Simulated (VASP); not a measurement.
Energy against volume of Ir (fcc). Level of theory: r2SCAN meta-GGA, VASP's PBE PAW potentials (set 64) (plane waves; VASP). Numerical set-up: 520 eV cut-off, 16×16×16 Γ-centred mesh, first-order Methfessel-Paxton smearing of 0.10 eV, potentials Ir.

| V (Å³/atom) | E (eV/atom) |
|---|---|
| 13.432 | -52.28571 |
| 13.861 | -52.33972 |
| 14.290 | -52.35705 |
| 14.718 | -52.34385 |

Fit these four points and predict the energy of the run at 15.147 Å³/atom.

A cubic in V^(−2/3), the third-order Birch-Murnaghan form, passes through the four points with V0 = 14.31 Å³/atom and B0 = 377 GPa, and gives -52.3051 eV/atom there. The run gave -52.3053 eV/atom, -0.2 meV/atom from the fit; all five points give B0 = 377 GPa.

The compound is Ir in the fcc structure. It was relaxed first.
